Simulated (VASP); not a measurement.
**How precision settings and SCF threshold change a VASP run on Sc2Co**

A convergence test on Sc2Co: the precision settings and SCF threshold. The series runs use PBEsol. The precision settings tried: PREC = Low; PREC = Medium; PREC = Normal; PREC = Single; PREC = Accurate; LREAL = Auto; ADDGRID = .TRUE.; LASPH = .FALSE.. The SCF threshold tried: EDIFF = 0.01; EDIFF = 0.001; EDIFF = 1E-04; EDIFF = 1E-05; EDIFF = 1E-06; EDIFF = 1E-08. The start is a cell from a database of measured crystal structures.

Calculated with VASP 6.6.1; PBEsol, spin-polarised from a ferromagnetic start; plane waves and PAW (Sc_sv, Co).

**1. The structure**

Symmetry: I4/mcm, No. 140, tetragonal system. The conventional cell has a = 6.377 Å, b = 6.377 Å, c = 5.618 Å, α = 90.00°, β = 90.00°, γ = 90.00°. Nearest to Sc lie 4 Co at 2.74 Å. Nearest to Co lie 8 Sc at 2.74 Å and 2 Co at 2.81 Å. Farther neighbours are not listed.

**2. Precision settings: PREC = Low**

PREC sets the FFT grids, and LREAL, ADDGRID and LASPH trade speed for accuracy. PBEsol restores the gradient expansion of exchange and is tuned for the cells of solids.

Input file INCAR:

```
SYSTEM = Sc2Co
PREC = Low
ENCUT = 400
EDIFF = 1E-06
NELM = 100
ISMEAR = -1
SIGMA = 0.05
LREAL = .FALSE.
ALGO = Normal
GGA = PS
NBANDS = 44
ISPIN = 2
MAGMOM = 0 0 0 0 2 2
LASPH = .TRUE.
LMAXMIX = 4
LORBIT = 11
LWAVE = .FALSE.
LCHARG = .FALSE.
KPAR = 4
ISIF = 2
```

Input file POSCAR:

```
Sc2Co
1.0
   -3.1885000000      3.1885000000      2.8090000000
    3.1885000000     -3.1885000000      2.8090000000
    3.1885000000      3.1885000000     -2.8090000000
Sc Co
4 2
Direct
    0.6744000000      0.1744000000      0.8488000000
    0.1744000000      0.3256000000      0.5000000000
    0.3256000000      0.8256000000      0.1512000000
    0.8256000000      0.6744000000      0.5000000000
    0.2500000000      0.2500000000      0.0000000000
    0.7500000000      0.7500000000      0.0000000000
```

Input file KPOINTS:

```
Automatic mesh
0
Gamma
6 6 6
0 0 0
```

PAW data sets: Sc_sv and Co (PBE family, release 64).

The run is started by

```sh
mpirun -np 4 vasp_std
```

The program printed:

```text
[banner, memory and clock lines left out]
running    4 mpi-ranks, on    1 nodes
 distrk:  each k-point on    1 cores,    4 groups
 distr:  one band on    1 cores,    1 groups

 POSCAR found type information on POSCAR ScCo
 POSCAR found :  2 types and       6 ions
|                                                                             |
|               ----> ADVICE to this user running VASP <----                  |
|                                                                             |
|     You enforced a specific xc type in the INCAR file but a different       |
|     [... a line on the potential file left out ...]
|     I HOPE YOU KNOW WHAT YOU ARE DOING!                                     |
|                                                                             |

 LDA part: xc-table for (Slater+PW92), standard interpolation
 POSCAR, INCAR and KPOINTS ok, starting setup
 FFT: planning ... GRIDC
 FFT: planning ... GRID_SOFT
 FFT: planning ... GRID
 WAVECAR not read
 entering main loop
       N       E                     dE             d eps       ncg     rms          rms(c)
DAV:   1     0.916294636247E+03    0.91629E+03   -0.23662E+04  5320   0.132E+03
DAV:   2     0.257735941018E+02   -0.89052E+03   -0.87147E+03  6640   0.607E+02
DAV:   3    -0.446993050459E+02   -0.70473E+02   -0.65629E+02  8488   0.219E+02
DAV:   4    -0.481811171870E+02   -0.34818E+01   -0.33198E+01  8600   0.442E+01
DAV:   5    -0.482825937378E+02   -0.10148E+00   -0.10090E+00  8592   0.815E+00    0.188E+01
DAV:   6    -0.461825265293E+02    0.21001E+01   -0.24902E+01  6444   0.426E+01    0.158E+01
DAV:   7    -0.465264424125E+02   -0.34392E+00   -0.23209E+01  7344   0.448E+01    0.254E+01
DAV:   8    -0.434244815455E+02    0.31020E+01   -0.12331E+01  7088   0.254E+01    0.451E+00
DAV:   9    -0.433491836304E+02    0.75298E-01   -0.91745E-01  8000   0.724E+00    0.220E+00
DAV:  10    -0.433334230665E+02    0.15761E-01   -0.54604E-02  8064   0.160E+00    0.140E+00
DAV:  11    -0.433236473809E+02    0.97757E-02   -0.26630E-02  7720   0.118E+00    0.351E-01
DAV:  12    -0.433235979547E+02    0.49426E-04   -0.72855E-03  8560   0.584E-01    0.225E-01
DAV:  13    -0.433235627196E+02    0.35235E-04   -0.39778E-04  7656   0.179E-01    0.139E-01
DAV:  14    -0.433235773630E+02   -0.14643E-04   -0.28488E-04  7808   0.112E-01    0.457E-02
DAV:  15    -0.433235864592E+02   -0.90963E-05   -0.89162E-05  7976   0.617E-02    0.198E-02
DAV:  16    -0.433235870346E+02   -0.57534E-06   -0.61203E-06  5888   0.173E-02
   1 F= -.43323587E+02 E0= -.43293846E+02  d E =-.594828E-01  mag=    -0.0040
```

Wall time 1.7 min (4 MPI ranks of AMD EPYC 7R13 (Zen 3), shared host); peak memory 0.83 GiB; 6.6 min of CPU time.

The logs omit lines about the potential files and the build; timing stands in the text.

OUTCAR, selected parts (step 2):

```text
ion  position               nearest neighbor table
   1  0.674  0.174  0.849-   5 2.74   6 2.74   5 2.74   6 2.74   3 3.12   3 3.12   3 3.15   2 3.33
                             4 3.33   4 3.33   2 3.33
   2  0.174  0.326  0.500-   6 2.74   5 2.74   5 2.74   6 2.74   4 3.12   4 3.12   4 3.15   3 3.33
                             1 3.33   3 3.33   1 3.33
   3  0.326  0.826  0.151-   5 2.74   6 2.74   5 2.74   6 2.74   1 3.12   1 3.12   1 3.15   2 3.33
                             4 3.33   4 3.33   2 3.33
   4  0.826  0.674  0.500-   5 2.74   6 2.74   6 2.74   5 2.74   2 3.12   2 3.12   2 3.15   1 3.33
                             1 3.33   3 3.33   3 3.33
   5  0.250  0.250  0.000-   4 2.74   3 2.74   1 2.74   2 2.74   3 2.74   2 2.74   4 2.74   1 2.74
                             6 2.81   6 2.81
   6  0.750  0.750  0.000-   3 2.74   2 2.74   1 2.74   3 2.74   4 2.74   4 2.74   1 2.74   2 2.74
                             5 2.81   5 2.81

  LATTYP: Found a body centered tetragonal cell.
 ALAT       =     6.3770000000
 C/A-ratio  =     0.8809785165

 Subroutine GETGRP returns: Found 16 space group operations
 (whereof  8 operations were pure point group operations)

The static configuration has the point symmetry C_4h.
 The point group associated with its full space group is D_4h.

 Found     30 irreducible k-points:

   k-points           NKPTS =     30   k-points in BZ     NKDIM =     30   number of bands    NBANDS=     44

   dimension x,y,z NGX =    28 NGY =   28 NGZ =   28
   dimension x,y,z NGXF=    28 NGYF=   28 NGZF=   28

   ENCUT  =  400.0 eV  29.40 Ry    5.42 a.u.   8.66  8.66  8.66*2*pi/ulx,y,z

   NELECT =      62.0000    total number of electrons

 k-points in reciprocal lattice and weights: Automatic mesh
   0.00000000  0.00000000  0.00000000       0.005
   0.16666667 -0.00000000  0.00000000       0.037
   0.33333333 -0.00000000  0.00000000       0.037
   0.50000000 -0.00000000  0.00000000       0.019
   0.16666667  0.16666667  0.00000000       0.037
   0.33333333  0.16666667  0.00000000       0.074
   0.50000000  0.16666667  0.00000000       0.074
  -0.33333333  0.16666667 -0.00000000       0.074
  -0.16666667  0.16666667  0.00000000       0.019
[...]
-0.33333333 -0.33333333  0.33333333       0.009
   0.50000000  0.50000000  0.50000000       0.005

 average (electrostatic) potential at core
       1 -45.5797       2 -45.5796       3 -45.5797       4 -45.5796       5 -82.6451
       6 -82.6451

 E-fermi :   5.0935

 spin component 1
 k-point     1 :       0.0000    0.0000    0.0000
  band No.  band energies     occupation
    ...
     26       4.3052      1.00000
     27       4.3054      1.00000
     28       4.5513      0.99998
     29       5.0086      0.84523
     30       5.0087      0.84509
     31       5.1949      0.11630
     32       5.6638      0.00001
     33       5.6640      0.00001
     34       5.8256      0.00000
     35       5.8481      0.00000
    ...

 k-point     2 :       0.1667   -0.0000    0.0000
  band No.  band energies     occupation
    ...
     27       4.2513      1.00000
     28       4.4071      1.00000
     29       4.7603      0.99873
     30       4.9404      0.95532
     31       5.0015      0.86288
     32       5.1445      0.26520
     33       5.3673      0.00417
     34       5.4351      0.00108
     35       6.0638      0.00000
     36       6.1109      0.00000
    ...

 k-point     3 :       0.3333   -0.0000    0.0000
  band No.  band energies     occupation
    ...
     27       4.0337      1.00000
     28       4.0994      1.00000
     29       4.1977      1.00000
     30       4.5201      0.99999
     31       4.7947      0.99747
     32       5.1970      0.11213
     33       5.4705      0.00053
     34       5.5267      0.00017
     35       5.9981      0.00000
     36       6.1061      0.00000
    ...

 k-point     4 :       0.5000   -0.0000    0.0000
  band No.  band energies     occupation
    ...
     28       3.7177      1.00000
     29       4.2303      1.00000
     30       4.2304      1.00000
     31       5.0343      0.76579
     32       5.0344      0.76539
     33       5.5945      0.00004
     34       5.5945      0.00004
     35       5.9568      0.00000
     36       5.9569      0.00000
     37       6.5159      0.00000
    ...

 k-point     5 :       0.1667    0.1667    0.0000
  band No.  band energies     occupation
    ...
     28       4.0840      1.00000
     29       4.1346      1.00000
     30       4.6971      0.99964
     31       4.7893      0.99773
     32       5.0532      0.69132
     33       5.3668      0.00422
     34       5.4582      0.00068
     35       6.2182      0.00000
     36       6.2577      0.00000
     37       6.3233      0.00000
    ...

 k-point     6 :       0.3333    0.1667    0.0000
  band No.  band energies     occupation
    ...
     27       3.7110      1.00000
     28       3.8450      1.00000
     29       4.0335      1.00000
     30       4.3215      1.00000
     31       4.8482      0.99266
     32       5.1817      0.14624
     33       5.4656      0.00059
     34       5.6082      0.00003
     35       6.0763      0.00000
     36       6.1618      0.00000
    ...

  Total       -4.2471562     -4.2471562     -3.7497001      0.0000000     -0.0000000      0.0000000
  in kB      -59.5695401    -59.5695401    -52.5923453      0.0000000     -0.0000000      0.0000000
  external PRESSURE =     -57.2438085 kB  Pullay stress =       0.0000000 kB

  energy-cutoff  :      400.00
  volume of cell :      114.23
      direct lattice vectors                 reciprocal lattice vectors
    -3.188500000  3.188500000  2.809000000     0.000000000  0.156813549  0.177999288
     3.188500000 -3.188500000  2.809000000     0.156813549  0.000000000  0.177999288
     3.188500000  3.188500000 -2.809000000     0.156813549  0.156813549  0.000000000

 POSITION                                       TOTAL-FORCE (eV/Angst)
 -----------------------------------------------------------------------------------
      1.11215      4.30065      0.00000         0.191339      0.191339      0.000000
      2.07635      1.11215      0.00000        -0.191339      0.191339     -0.000000
      2.07635     -1.11215      2.80900        -0.191339     -0.191339     -0.000000
      1.11215      2.07635      2.80900         0.191339     -0.191339     -0.000000
      0.00000      0.00000      1.40450         0.000000      0.000000     -0.000000
      0.00000      0.00000      4.21350         0.000000     -0.000000     -0.000000
 -----------------------------------------------------------------------------------
    total drift:                               -0.000000     -0.000000      0.000000

  FREE ENERGIE OF THE ION-ELECTRON SYSTEM (eV)
  ---------------------------------------------------
  free  energy   TOTEN  =       -43.3235870346 eV

  energy  without entropy=      -43.2641042343  energy(sigma->0) =      -43.29384563

 total charge
# of ion       s       p       d       tot
------------------------------------------
    1        2.277   6.142   1.011   9.430
    2        2.277   6.142   1.011   9.430
    3        2.277   6.142   1.011   9.430
    4        2.277   6.142   1.011   9.430
    5        0.525   0.322   7.350   8.197
    6        0.525   0.322   7.350   8.197
--------------------------------------------------
tot         10.161  25.212  18.742  54.115

 magnetization (x)
# of ion       s       p       d       tot
------------------------------------------
    1       -0.000  -0.000  -0.001  -0.001
    2       -0.000  -0.000  -0.001  -0.001
    3       -0.000  -0.000  -0.001  -0.001
    4       -0.000  -0.000  -0.001  -0.001
    5        0.000  -0.000   0.002   0.002
    6        0.000  -0.000   0.002   0.002
--------------------------------------------------
tot         -0.000  -0.001  -0.000  -0.001

[... 6 further parts left out ...]
```

The moments of the start collapse, so the state is non-magnetic; other starts or orders were not tried. The k-mesh is coarse for a metal. The PAW data sets were made with PBE, which is usual practice but a small mismatch for other functionals.

This step gave:

```yaml
electronic_steps: 16
electrons: 62
bands: 44
irreducible_k_points: 30
symmetry_operations: 16
free_energy_toten: -43.32 eV
energy_at_zero_smearing: -43.29 eV
fermi_energy: 5.093 eV
pressure: -5.724 GPa
moment_of_the_cell_from_the_last_line_of_the_log: 0 μB
metallic: yes
```

Spin moment in the PAW sphere by atom:

| atom | spin moment in the PAW sphere (μB) |
| --- | --- |
| Sc1 | -0.0010 |
| Sc2 | -0.0010 |
| Sc3 | -0.0010 |
| Sc4 | -0.0010 |
| Co5 | 0.0020 |
| Co6 | 0.0020 |

The series starts at -7.2156 eV an atom and -5.72 GPa, after 16 cycles in 1.7 min.

**3. Precision settings: PREC = Medium**

Changes to INCAR since step 2:

```diff
@@ -1,3 +1,3 @@
 SYSTEM = Sc2Co
-PREC = Low
+PREC = Medium
 ENCUT = 400
```

POSCAR is that of step 2.

KPOINTS is that of step 2.

The run is started by

```sh
mpirun -np 4 vasp_std
```

The program printed:

```text
[banner, memory and clock lines left out]
running    4 mpi-ranks, on    1 nodes
[...]
[... a notice as in an earlier step ...]

 LDA part: xc-table for (Slater+PW92), standard interpolation
 POSCAR, INCAR and KPOINTS ok, starting setup
[...]
entering main loop
       N       E                     dE             d eps       ncg     rms          rms(c)
DAV:   1     0.916297117472E+03    0.91630E+03   -0.23662E+04  5320   0.132E+03
DAV:   2     0.257769284076E+02   -0.89052E+03   -0.87147E+03  6640   0.607E+02
DAV:   3    -0.446963750930E+02   -0.70473E+02   -0.65629E+02  8488   0.219E+02
DAV:   4    -0.481782424665E+02   -0.34819E+01   -0.33199E+01  8600   0.442E+01
[...]
DAV:  14    -0.433196807260E+02   -0.14877E-04   -0.28567E-04  7736   0.113E-01    0.437E-02
DAV:  15    -0.433196901903E+02   -0.94643E-05   -0.87292E-05  7968   0.608E-02    0.189E-02
DAV:  16    -0.433196908446E+02   -0.65431E-06   -0.57501E-06  5736   0.168E-02
   1 F= -.43319691E+02 E0= -.43289944E+02  d E =-.594929E-01  mag=    -0.0037
```

It took 97 s on 4 MPI ranks; peak memory 0.88 GiB; 6.4 min of CPU time.

From OUTCAR (step 3):

```text
  Total       -4.2725560     -4.2725560     -3.7109514      0.0000000      0.0000000      0.0000000
  in kB      -59.9257901    -59.9257901    -52.0488670      0.0000000      0.0000000      0.0000000
  external PRESSURE =     -57.3001491 kB  Pullay stress =       0.0000000 kB

 POSITION                                       TOTAL-FORCE (eV/Angst)
 -----------------------------------------------------------------------------------
      1.11215      4.30065      0.00000         0.192630      0.192630     -0.000000
      2.07635      1.11215      0.00000        -0.192630      0.192630     -0.000000
      2.07635     -1.11215      2.80900        -0.192630     -0.192630      0.000000
      1.11215      2.07635      2.80900         0.192630     -0.192630     -0.000000
      0.00000      0.00000      1.40450        -0.000000      0.000000     -0.000000
      0.00000      0.00000      4.21350        -0.000000      0.000000     -0.000000
 -----------------------------------------------------------------------------------
    total drift:                               -0.000000     -0.000000      0.000000

  FREE ENERGIE OF THE ION-ELECTRON SYSTEM (eV)
  ---------------------------------------------------
  free  energy   TOTEN  =       -43.3196908446 eV

  energy  without entropy=      -43.2601979946  energy(sigma->0) =      -43.28994442

[... 3 parts as in an earlier step ...]

[... 1 further part left out ...]
[key lines of the parts left out:]
E-fermi :   5.0935
```

Against the first of the series the energy moves by +0.65 meV an atom and the pressure by -0.01 GPa, after 16 cycles in 97 s.

**4. Precision settings: PREC = Normal**

Changes to INCAR since step 3:

```diff
@@ -1,3 +1,3 @@
 SYSTEM = Sc2Co
-PREC = Medium
+PREC = Normal
 ENCUT = 400
```

POSCAR is that of step 3.

KPOINTS is that of step 3.

The run is started by

```sh
mpirun -np 4 vasp_std
```

The program printed:

```text
[... set-up lines as in an earlier step ...]
 entering main loop
       N       E                     dE             d eps       ncg     rms          rms(c)
DAV:   1     0.916296623648E+03    0.91630E+03   -0.23662E+04  5320   0.132E+03
DAV:   2     0.257768111815E+02   -0.89052E+03   -0.87147E+03  6640   0.607E+02
DAV:   3    -0.446965114256E+02   -0.70473E+02   -0.65629E+02  8488   0.219E+02
DAV:   4    -0.481783715671E+02   -0.34819E+01   -0.33199E+01  8600   0.442E+01
[...]
DAV:  14    -0.433196946425E+02   -0.14854E-04   -0.28591E-04  7728   0.113E-01    0.437E-02
DAV:  15    -0.433197041021E+02   -0.94596E-05   -0.87322E-05  7968   0.609E-02    0.189E-02
DAV:  16    -0.433197047509E+02   -0.64880E-06   -0.57357E-06  5704   0.168E-02
   1 F= -.43319705E+02 E0= -.43289958E+02  d E =-.594933E-01  mag=    -0.0037
```

It took 1.7 min on 4 MPI ranks; peak memory 1 GiB; 6.6 min of CPU time.

OUTCAR, selected parts (step 4):

```text
  Total       -4.2791960     -4.2791960     -3.7076278      0.0000000      0.0000000      0.0000000
  in kB      -60.0189215    -60.0189215    -52.0022504      0.0000000      0.0000000      0.0000000
  external PRESSURE =     -57.3466978 kB  Pullay stress =       0.0000000 kB

 POSITION                                       TOTAL-FORCE (eV/Angst)
 -----------------------------------------------------------------------------------
      1.11215      4.30065      0.00000         0.192921      0.192921     -0.000000
      2.07635      1.11215      0.00000        -0.192921      0.192921     -0.000000
      2.07635     -1.11215      2.80900        -0.192921     -0.192921      0.000000
      1.11215      2.07635      2.80900         0.192921     -0.192921      0.000000
      0.00000      0.00000      1.40450         0.000000      0.000000      0.000000
      0.00000      0.00000      4.21350         0.000000      0.000000      0.000000
 -----------------------------------------------------------------------------------
    total drift:                               -0.000000     -0.000000      0.000000

  FREE ENERGIE OF THE ION-ELECTRON SYSTEM (eV)
  ---------------------------------------------------
  free  energy   TOTEN  =       -43.3197047509 eV

  energy  without entropy=      -43.2602114270  energy(sigma->0) =      -43.28995809

[... 3 parts as in an earlier step ...]

[... 1 further part left out ...]
[key lines of the parts left out:]
E-fermi :   5.0935
```

Against the first of the series the energy moves by +0.65 meV an atom and the pressure by -0.01 GPa, after 16 cycles in 1.7 min.

(Part 1 of 3 ends here.)

[Lines on the potential files, build, host, timing and source positions are cut from VASP's logs without a mark.]

[Logs are printed without paths, hosts, clocks, repeated set-up lines and the standing remarks that a program may print on its own settings, such as how far it seeks lower states.]

[Hosts, paths, dates, database ids (printed as entryN), source tags and the programs' standing remarks are cut or masked in the printed files.]

[A measured line is paired with the nearest computed mode of its activity, which favours agreement.]
